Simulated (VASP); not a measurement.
Given:

```xyz
2
Lattice="0.0000 2.4695 2.4695 2.4695 0.0000 2.4695 2.4695 2.4695 0.0000" Properties=species:S:1:pos:R:3 pbc="T T T"
Gd     0.0000     0.0000     0.0000
N      2.4695     2.4695     2.4695
```

Method: PBE GGA with D3 dispersion (zero damping), VASP's PBE PAW potentials (set 64) (plane waves; VASP 6.6.1). Numerical set-up: 520 eV cut-off, 14×14×14 Γ-centred mesh, tetrahedra with Blöchl corrections, potentials Gd_3 N.

The 4f electrons are frozen in the core of the lanthanide potential, so 4f levels, which can set the real gap, and their magnetism are missing.

Question: Tabulate the total density of states (states/eV per cell) against energy (eV; zero at the valence-band maximum or, without a gap, the Fermi level).

Answer: 
| E (eV) | DOS (states/eV) |
|---|---|
| -9.98 | 0.00 |
| -9.74 | 0.00 |
| -9.50 | 0.00 |
| -9.26 | 0.00 |
| -9.02 | 0.00 |
| -8.90 | 0.00 |
| -8.66 | 0.00 |
| -8.42 | 0.00 |
| -8.18 | 0.00 |
| -7.94 | 0.00 |
| -7.70 | 0.00 |
| -7.46 | 0.00 |
| -7.22 | 0.00 |
| -6.98 | 0.00 |
| -6.74 | 0.00 |
| -6.62 | 0.00 |
| -6.38 | 0.00 |
| -6.14 | 0.00 |
| -5.90 | 0.00 |
| -5.66 | 0.00 |
| -5.42 | 0.00 |
| -5.18 | 0.00 |
| -4.94 | 0.00 |
| -4.70 | 0.00 |
| -4.46 | 0.00 |
| -4.34 | 0.00 |
| -4.10 | 0.01 |
| -3.86 | 0.22 |
| -3.62 | 0.42 |
| -3.38 | 0.67 |
| -3.14 | 1.17 |
| -2.90 | 1.28 |
| -2.66 | 1.35 |
| -2.42 | 1.01 |
| -2.18 | 2.06 |
| -2.06 | 2.76 |
| -1.82 | 2.68 |
| -1.58 | 2.83 |
| -1.34 | 4.22 |
| -1.10 | 2.38 |
| -0.86 | 1.53 |
| -0.62 | 1.16 |
| -0.38 | 0.52 |
| -0.14 | 0.11 |
| 0.10 | 0.01 |
| 0.22 | 0.03 |
| 0.46 | 0.08 |
| 0.70 | 0.13 |
| 0.94 | 0.18 |
| 1.18 | 0.23 |
| 1.42 | 0.28 |
| 1.66 | 0.32 |
| 1.90 | 0.38 |
| 2.14 | 0.42 |
| 2.38 | 0.48 |
| 2.50 | 0.50 |
| 2.74 | 0.59 |
| 2.98 | 0.72 |
| 3.22 | 0.74 |
| 3.46 | 0.76 |
Within 2 eV below the Fermi level the largest weight inside VASP's projection spheres is N p, then Gd d.

The compound is GdN in the rock salt structure. It was relaxed first.
